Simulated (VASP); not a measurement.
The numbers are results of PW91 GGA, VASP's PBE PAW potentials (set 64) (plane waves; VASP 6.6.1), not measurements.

VASP ran on this input.

File KPOINTS:
```
Automatic mesh
0
Gamma
7 7 2
0 0 0
```

### INCAR
```
! general
SYSTEM  = WSe2
PREC    = Accurate
ENCUT   = 520   ! plane-wave cut-off (eV)
LREAL   = F   ! projection in real space or not
LASPH   = T   ! aspherical one-centre terms

! electronic loop
EDIFF   = 1E-6   ! SCF stop (eV)
NELM    = 100   ! most electronic steps
ALGO    = Normal
LMAXMIX = 6   ! l cut-off of mixed one-centre charges

! smearing
ISMEAR  = 0   ! Gaussian
SIGMA   = 0.05   ! width (eV)

! functional
GGA     = 91   ! PW91

! ions
IBRION  = 2
NSW     = 60
ISIF    = 3   ! ions, shape and volume
EDIFFG  = -0.02   ! ionic stop

! output
LWAVE   = F
LCHARG  = F
```

**POSCAR**
```
WSe2
1
    1.6673311945    -2.8879020018    -0.0000000000
    1.6673311945     2.8879020018     0.0000000000
   -0.0000000000     0.0000000000    14.2336594996
W Se
2 4
Direct
  0.3333330000   0.6666670000   0.2500000000
  0.6666670000   0.3333330000   0.7500000000
  0.3333330000   0.6666670000   0.8680517737
  0.6666670000   0.3333330000   0.3680517737
  0.6666670000   0.3333330000   0.1319482263
  0.3333330000   0.6666670000   0.6319482263
```

POTCAR, in this order: W_sv Se (PBE.64 set). Program: vasp_std.

Without a dispersion term in the relaxation, distances and binding between the weakly bound layers, chains or molecules are unreliable, and so is what depends on them.

Task: What does the run give for the energy per atom (σ→0), volume per atom?

Result: 
```
Item                           Result
---------------------  --------------
energy per atom (σ→0)  -7.196 eV/atom
volume per atom         22.81 Å³/atom
```

### OSZICAR
```
...
       N       E                     dE             d eps       ncg     rms          rms(c)
DAV:   1    -0.431745553761E+02   -0.10267E-02   -0.30962E-02  1032   0.120E+00    0.149E-01
DAV:   2    -0.431738738732E+02    0.68150E-03   -0.37742E-03  1246   0.337E-01    0.859E-02
DAV:   3    -0.431737321008E+02    0.14177E-03   -0.38064E-04  1244   0.106E-01    0.381E-02
DAV:   4    -0.431736768254E+02    0.55275E-04   -0.19973E-04  1163   0.666E-02    0.173E-02
DAV:   5    -0.431736774888E+02   -0.66341E-06   -0.15961E-05  1185   0.214E-02    0.565E-03
DAV:   6    -0.431736773573E+02    0.13155E-06   -0.12178E-06   715   0.613E-03
   4 F= -.43173677E+02 E0= -.43173677E+02  d E =-.148647E-03
```

The compound is WSe2 in the 2H layered structure. This run relaxes it. Symmetry was kept, so distortions that lower it aren't found. The start is the result of an earlier pass.
